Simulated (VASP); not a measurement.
These are PBEsol GGA, VASP's PBE PAW potentials (set 64) (plane waves; VASP 6.6.1) values and carry that method's errors.

VASP ran on this input.

File POSCAR:
```
KI
1
    0.0000000000     3.5075816859     3.5075816859
    3.5075816859     0.0000000000     3.5075816859
    3.5075816859     3.5075816859     0.0000000000
K I
1 1
Direct
  0.0000000000   0.0000000000   0.0000000000
  0.5000000000   0.5000000000   0.5000000000
```

KPOINTS:
```
Automatic mesh
0
Gamma
7 7 7
0 0 0
```

**INCAR**
```
# general
SYSTEM   =  KI
PREC     =  Accurate
ENCUT    =  400
LREAL    =  .FALSE.
LASPH    =  .TRUE.

# electronic loop
EDIFF    =  1E-7
NELM     =  100
ALGO     =  Normal
LMAXMIX  =  4

# smearing
ISMEAR   =  -5

# functional
GGA      =  PS

# ions
ISIF     =  2

# output
LWAVE    =  .FALSE.
LCHARG   =  .TRUE.
LORBIT   =  11
NEDOS    =  601
```

POTCAR, in this order: K_sv I (PBE.64 set). Program: vasp_std.

The resulting files:

File OUTCAR:
```
 ion  position               nearest neighbor table
   1  0.000  0.000  0.000-   2 3.51   2 3.51   2 3.51   2 3.51   2 3.51   2 3.51
   2  0.500  0.500  0.500-   1 3.51   1 3.51   1 3.51   1 3.51   1 3.51   1 3.51
  LATTYP: Found a face centered cubic cell.
 ALAT       =     7.0151633718
 Subroutine PRICEL returns:
 Original cell was already a primitive cell.
 Subroutine GETGRP returns: Found 48 space group operations
The static configuration has the point symmetry O_h .
The dynamic configuration has the point symmetry O_h .
 Subroutine INISYM returns: Found 48 space group operations
 Subroutine IBZKPT returns following result:
 Found     20 irreducible k-points:

 Following reciprocal coordinates:
            Coordinates               Weight
  0.000000  0.000000  0.000000      1.000000
  0.142857  0.000000  0.000000      8.000000
  0.285714  0.000000  0.000000      8.000000
  0.428571  0.000000  0.000000      8.000000
  0.142857  0.142857  0.000000      6.000000
  0.285714  0.142857  0.000000     24.000000
  0.428571  0.142857  0.000000     24.000000
 -0.428571  0.142857  0.000000     24.000000
 -0.285714  0.142857  0.000000     24.000000
 -0.142857  0.142857  0.000000     12.000000
  0.285714  0.285714  0.000000      6.000000
  0.428571  0.285714  0.000000     24.000000
 -0.428571  0.285714  0.000000     24.000000
 -0.285714  0.285714  0.000000     12.000000
  0.428571  0.428571  0.000000      6.000000
 -0.428571  0.428571  0.000000     12.000000
  0.428571  0.285714  0.142857     24.000000
 -0.428571  0.285714  0.142857     48.000000
 -0.428571  0.428571  0.142857     24.000000
 -0.285714  0.428571  0.142857     24.000000
   k-points           NKPTS =     20   k-points in BZ     NKDIM =     20   number of bands    NBANDS=     12
   number of dos      NEDOS =    601   number of ions     NIONS =      2
   total plane-waves  NPLWV =  32768
   dimension x,y,z NGX =    32 NGY =   32 NGZ =   32
...
```

### OSZICAR
```
       N       E                     dE             d eps       ncg     rms          rms(c)
DAV:   1     0.764054047671E+02    0.76405E+02   -0.57402E+03   480   0.929E+02
DAV:   2    -0.156324168744E+01   -0.77969E+02   -0.75120E+02   584   0.222E+02
DAV:   3    -0.572472848425E+01   -0.41615E+01   -0.41491E+01   644   0.483E+01
DAV:   4    -0.589746866203E+01   -0.17274E+00   -0.17258E+00   832   0.919E+00
DAV:   5    -0.589879744788E+01   -0.13288E-02   -0.13287E-02   632   0.736E-01    0.308E+00
DAV:   6    -0.581884992690E+01    0.79948E-01   -0.11075E-01   580   0.243E+00    0.221E+00
DAV:   7    -0.581207192796E+01    0.67780E-02   -0.12360E-01   596   0.218E+00    0.877E-01
DAV:   8    -0.581601826380E+01   -0.39463E-02   -0.16022E-02   584   0.107E+00    0.242E-01
DAV:   9    -0.581589395527E+01    0.12431E-03   -0.58156E-04   644   0.167E-01    0.103E-01
DAV:  10    -0.581617840426E+01   -0.28445E-03   -0.46625E-04   568   0.126E-01    0.831E-02
DAV:  11    -0.581618093880E+01   -0.25345E-05   -0.53294E-05   628   0.465E-02    0.134E-02
DAV:  12    -0.581618168736E+01   -0.74856E-06   -0.43131E-06   604   0.209E-02    0.127E-02
DAV:  13    -0.581618236496E+01   -0.67760E-06   -0.86455E-07   596   0.863E-03    0.397E-03
DAV:  14    -0.581618251213E+01   -0.14716E-06   -0.17894E-07   564   0.338E-03    0.612E-04
DAV:  15    -0.581618250945E+01    0.26816E-08   -0.95417E-09   396   0.898E-04
   1 F= -.58161825E+01 E0= -.58161825E+01  d E =0.000000E+00
```

**OUTCAR**
```
------------------------ aborting loop because EDIFF is reached ----------------------------------------
  FORCE on cell =-STRESS in cart. coord.  units (eV):
  Direction    XX          YY          ZZ          XY          YZ          ZX
  --------------------------------------------------------------------------------------
  Total       -0.0024194     -0.0024194     -0.0024194      0.0000000      0.0000000      0.0000000
  in kB       -0.0449118     -0.0449118     -0.0449118      0.0000000      0.0000000      0.0000000
  external PRESSURE =      -0.0449118 kB  Pullay stress =       0.0000000 kB
  volume of cell :       86.31
      direct lattice vectors                 reciprocal lattice vectors
     0.000000000  3.507581686  3.507581686    -0.142548355  0.142548355  0.142548355
     3.507581686  0.000000000  3.507581686     0.142548355 -0.142548355  0.142548355
     3.507581686  3.507581686  0.000000000     0.142548355  0.142548355 -0.142548355
  FREE ENERGIE OF THE ION-ELECTRON SYSTEM (eV)
  ---------------------------------------------------
  free  energy   TOTEN  =        -5.8161825094 eV

  energy  without entropy=       -5.8161825094  energy(sigma->0) =       -5.81618251

 total charge

# of ion       s       p       d       tot
------------------------------------------
    1        1.957   5.564   0.025   7.545
    2        1.491   2.843   0.001   4.336
--------------------------------------------------
tot          3.448   8.407   0.026  11.881
```
(Selected blocks of OUTCAR.)

### OUTCAR
```
 val. band max:       -0.3967320322   @ k =   0.0000   0.0000   0.0000

 cond. band min:       3.4633070701   @ k =   0.0000   0.0000   0.0000


 Fermi energy:        -0.3730801191

 k-point     1 :       0.0000    0.0000    0.0000
  band No.  band energies     occupation
      1     -28.6858      2.00000
      2     -12.2408      2.00000
      3     -12.2408      2.00000
      4     -12.2408      2.00000
      5     -10.9672      2.00000
      6      -0.3967      2.00000
      7      -0.3967      2.00000
      8      -0.3967      2.00000
      9       3.4633      0.00000
     10       6.0198      0.00000
     11       6.0198      0.00000
     12       6.0198      0.00000

 k-point     2 :       0.1429    0.0000    0.0000
  band No.  band energies     occupation
      1     -28.6853      2.00000
      2     -12.2811      2.00000
      3     -12.2413      2.00000
      4     -12.2413      2.00000
      5     -10.9012      2.00000
      6      -0.7449      2.00000
      7      -0.4708      2.00000
      8      -0.4708      2.00000
      9       3.9639      0.00000
     10       5.9300      0.00000
     11       6.2434      0.00000
     12       6.2434      0.00000

 k-point     3 :       0.2857    0.0000    0.0000
  band No.  band energies     occupation
      1     -28.6843      2.00000
      2     -12.3606      2.00000
      3     -12.2424      2.00000
      4     -12.2424      2.00000
      5     -10.7624      2.00000
      6      -1.3519      2.00000
      7      -0.6264      2.00000
      8      -0.6264      2.00000
      9       4.7194      0.00000
     10       6.2733      0.00000
     11       6.8103      0.00000
     12       6.8103      0.00000

 k-point     4 :       0.4286    0.0000    0.0000
  band No.  band energies     occupation
      1     -28.6835      2.00000
      2     -12.4163      2.00000
      3     -12.2433      2.00000
      4     -12.2433      2.00000
      5     -10.6576      2.00000
      6      -1.7450      2.00000
...
```

Unless said otherwise, spin-orbit coupling is left out, though it shifts the bands of the heavy elements here.

The structure was generated: KI was put into the rock salt type (Fm-3m), which need not be its known phase. It was relaxed first, which changed the volume by -14 %.
